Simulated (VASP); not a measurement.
Calculation: vdW-DF2, VASP's PBE PAW potentials (set 64) (plane waves; VASP 6.6.1).

A VASP calculation is set up with these files.

INCAR:
```
SYSTEM = WSe2
PREC = Accurate
ENCUT = 520
EDIFF = 1E-7
NELM = 100
ALGO = Normal
LREAL = .FALSE.
LASPH = .TRUE.
ISMEAR = 0
SIGMA = 0.05
GGA = ML
ZAB_VDW = -1.8867
LUSE_VDW = .TRUE.
AGGAC = 0.0
LMAXMIX = 6
LWAVE = .FALSE.
LCHARG = .FALSE.
ISIF = 4
IBRION = 2
NSW = 30
EDIFFG = -0.01
```

File KPOINTS:
```
K-points
0
gamma
7 7 2
0 0 0
```

POSCAR:
```
WSe2
1.0
  1.7025032665  -2.9488217893   0.0000000000
  1.7025032665   2.9488217893   0.0000000000
  0.0000000000   0.0000000000  13.5726987857
W Se
2 4
Cart
  1.7025032665   0.9829425623   3.3931746964
  1.7025032665  -0.9829425623  10.1795240893
  1.7025032665   0.9829425623  11.8648374639
  1.7025032665  -0.9829425623   5.0784880711
  1.7025032665  -0.9829425623   1.7078613218
  1.7025032665   0.9829425623   8.4942107146
```

POTCAR, in this order: W_sv Se (PBE.64 set). Program: vasp_std.

The resulting files:

File OSZICAR:
```
       N       E                     dE             d eps       ncg     rms          rms(c)
DAV:   1     0.523111039852E+03    0.52311E+03   -0.28063E+04  1128   0.160E+03
DAV:   2     0.906749216128E+01   -0.51404E+03   -0.50333E+03  1186   0.415E+02
DAV:   3    -0.273934843119E+02   -0.36461E+02   -0.35435E+02  1239   0.956E+01
DAV:   4    -0.285623403821E+02   -0.11689E+01   -0.11651E+01  1256   0.166E+01
DAV:   5    -0.285901102566E+02   -0.27770E-01   -0.27762E-01  1321   0.243E+00    0.246E+01
DAV:   6    -0.265305887496E+02    0.20595E+01   -0.21699E+01  1171   0.226E+01    0.832E+00
DAV:   7    -0.261595485760E+02    0.37104E+00   -0.76157E+00  1197   0.120E+01    0.578E+00
DAV:   8    -0.259883738806E+02    0.17117E+00   -0.78619E-01  1389   0.492E+00    0.136E+00
DAV:   9    -0.259932075687E+02   -0.48337E-02   -0.10359E-01  1290   0.167E+00    0.636E-01
DAV:  10    -0.259936561247E+02   -0.44856E-03   -0.25343E-02  1339   0.934E-01    0.267E-01
DAV:  11    -0.259932297328E+02    0.42639E-03   -0.41985E-03  1321   0.375E-01    0.572E-02
DAV:  12    -0.259932443999E+02   -0.14667E-04   -0.22584E-04  1195   0.884E-02    0.783E-02
DAV:  13    -0.259932377549E+02    0.66450E-05   -0.95563E-05  1285   0.563E-02    0.606E-03
DAV:  14    -0.259932388075E+02   -0.10527E-05   -0.40716E-06  1332   0.107E-02    0.231E-03
DAV:  15    -0.259932385512E+02    0.25634E-06   -0.12321E-06  1011   0.839E-03    0.817E-04
DAV:  16    -0.259932387822E+02   -0.23096E-06   -0.21978E-08   818   0.111E-03    0.546E-04
DAV:  17    -0.259932387389E+02    0.43313E-07   -0.21938E-08   727   0.118E-03
   1 F= -.25993239E+02 E0= -.25993239E+02  d E =-.259932E+02
       N       E                     dE             d eps       ncg     rms          rms(c)
DAV:   1    -0.260103290097E+02   -0.17090E-01   -0.15574E+00  1013   0.586E+00    0.828E-01
DAV:   2    -0.260146199223E+02   -0.42909E-02   -0.98381E-02  1188   0.125E+00    0.369E-01
DAV:   3    -0.260134604947E+02    0.11594E-02   -0.99815E-03  1224   0.510E-01    0.287E-01
DAV:   4    -0.260129248350E+02    0.53566E-03   -0.18606E-03  1273   0.207E-01    0.146E-01
DAV:   5    -0.260128846098E+02    0.40225E-04   -0.40585E-04  1207   0.973E-02    0.269E-02
DAV:   6    -0.260128741073E+02    0.10502E-04   -0.55476E-05  1169   0.377E-02    0.922E-03
DAV:   7    -0.260128734984E+02    0.60894E-06   -0.63013E-06  1303   0.108E-02    0.253E-03
DAV:   8    -0.260128733066E+02    0.19175E-06   -0.62113E-07  1122   0.486E-03    0.123E-03
DAV:   9    -0.260128733973E+02   -0.90697E-07   -0.44479E-08   727   0.148E-03
   2 F= -.26012873E+02 E0= -.26012873E+02  d E =-.196347E-01
       N       E                     dE             d eps       ncg     rms          rms(c)
DAV:   1    -0.260129329580E+02   -0.59651E-04   -0.65922E-03  1048   0.380E-01    0.543E-02
DAV:   2    -0.260129486277E+02   -0.15670E-04   -0.39679E-04  1202   0.802E-02    0.232E-02
DAV:   3    -0.260129423891E+02    0.62387E-05   -0.34697E-05  1208   0.304E-02    0.179E-02
DAV:   4    -0.260129397915E+02    0.25975E-05   -0.70896E-06  1285   0.129E-02    0.913E-03
DAV:   5    -0.260129387939E+02    0.99761E-06   -0.16057E-06  1092   0.630E-03    0.168E-03
DAV:   6    -0.260129388816E+02   -0.87672E-07   -0.19881E-07   744   0.246E-03
   3 F= -.26012939E+02 E0= -.26012939E+02  d E =-.197001E-01
       N       E                     dE             d eps       ncg     rms          rms(c)
DAV:   1    -0.260416151684E+02   -0.28676E-01   -0.12433E+00   992   0.711E+00    0.897E-01
DAV:   2    -0.260255731744E+02    0.16042E-01   -0.97843E-02  1103   0.171E+00    0.462E-01
DAV:   3    -0.260218371826E+02    0.37360E-02   -0.84312E-03  1254   0.525E-01    0.198E-01
DAV:   4    -0.260206473009E+02    0.11899E-02   -0.39073E-03  1163   0.298E-01    0.850E-02
DAV:   5    -0.260206090540E+02    0.38247E-04   -0.35868E-04  1157   0.101E-01    0.226E-02
DAV:   6    -0.260206062493E+02    0.28047E-05   -0.57537E-05  1224   0.377E-02    0.102E-02
DAV:   7    -0.260206068606E+02   -0.61134E-06   -0.77219E-06  1296   0.154E-02    0.549E-03
DAV:   8    -0.260206071095E+02   -0.24891E-06   -0.14175E-06  1259   0.755E-03    0.923E-04
DAV:   9    -0.260206070936E+02    0.15920E-07   -0.85436E-08   783   0.203E-03
   4 F= -.26020607E+02 E0= -.26020607E+02  d E =-.766821E-02
       N       E                     dE             d eps       ncg     rms          rms(c)
DAV:   1    -0.260533445137E+02   -0.32737E-01   -0.17649E+00   992   0.848E+00    0.107E+00
DAV:   2    -0.260307321690E+02    0.22612E-01   -0.13784E-01  1103   0.202E+00    0.549E-01
DAV:   3    -0.260254580737E+02    0.52741E-02   -0.11911E-02  1247   0.621E-01    0.234E-01
DAV:   4    -0.260238121732E+02    0.16459E-02   -0.54256E-03  1164   0.352E-01    0.992E-02
DAV:   5    -0.260237600589E+02    0.52114E-04   -0.49788E-04  1158   0.118E-01    0.260E-02
DAV:   6    -0.260237566227E+02    0.34362E-05   -0.77876E-05  1233   0.435E-02    0.121E-02
DAV:   7    -0.260237574387E+02   -0.81599E-06   -0.96515E-06  1281   0.177E-02    0.612E-03
DAV:   8    -0.260237577311E+02   -0.29247E-06   -0.17891E-06  1259   0.851E-03    0.993E-04
DAV:   9    -0.260237577214E+02    0.97480E-08   -0.93012E-08   755   0.218E-03
   5 F= -.26023758E+02 E0= -.26023758E+02  d E =-.108188E-01
```

File OUTCAR:
```
------------------------ aborting loop because EDIFF is reached ----------------------------------------
  FORCE on cell =-STRESS in cart. coord.  units (eV):
  Direction    XX          YY          ZZ          XY          YZ          ZX
  --------------------------------------------------------------------------------------
  Total        0.9977540      0.9977537      1.0359452      0.0000000     -0.0000000      0.0000000
  in kB       11.7300910     11.7300876     12.1790852      0.0000000     -0.0000000      0.0000000
  external PRESSURE =      11.8797546 kB  Pullay stress =       0.0000000 kB
  volume of cell :      136.28
      direct lattice vectors                 reciprocal lattice vectors
     1.712647433 -2.966391942 -0.000000000     0.291945669 -0.168554935  0.000000000
     1.712647433  2.966391942  0.000000000     0.291945669  0.168554935  0.000000000
    -0.000000000  0.000000000 13.412390554    -0.000000000 -0.000000000  0.074557924
 POSITION                                       TOTAL-FORCE (eV/Angst)
 -----------------------------------------------------------------------------------
      1.71265      0.98880      3.35310         0.000000     -0.000000     -0.000000
      1.71265     -0.98880     10.05929         0.000000      0.000000     -0.000000
      1.71265      0.98880     11.76289        -0.000000      0.000000      0.005178
      1.71265     -0.98880      5.05669        -0.000000     -0.000000      0.005178
      1.71265     -0.98880      1.64950        -0.000000     -0.000000     -0.005178
      1.71265      0.98880      8.35570        -0.000000      0.000000     -0.005178
 -----------------------------------------------------------------------------------
    total drift:                               -0.000174      0.001135     -0.000034
  FREE ENERGIE OF THE ION-ELECTRON SYSTEM (eV)
  ---------------------------------------------------
  free  energy   TOTEN  =       -26.0237577214 eV

  energy  without entropy=      -26.0237577214  energy(sigma->0) =      -26.02375772

 reached required accuracy - stopping structural energy minimisation
```
(Selected blocks of OUTCAR.)

### CONTCAR
```
WSe2
   1.00000000000000
     1.7126474329802550   -2.9663919422513301   -0.0000000000000000
     1.7126474329802550    2.9663919422513301    0.0000000000000000
    -0.0000000000000000    0.0000000000000000   13.4123905544768984
  W               Se
     2     4
Direct
     0.3333330000000032    0.6666669999999968    0.2500000000000000
     0.6666669999999968    0.3333330000000032    0.7500000000000000
     0.3333330000000032    0.6666669999999968    0.8770165476578617
     0.6666669999999968    0.3333330000000032    0.3770165476578616
     0.6666669999999968    0.3333330000000032    0.1229834523421383
     0.3333330000000032    0.6666669999999968    0.6229834523421383
```

The compound is WSe2 in the 2H layered structure. This cell is one point of a volume scan, at 0.97 of the reference volume. Symmetry was kept, so distortions that lower it aren't found.
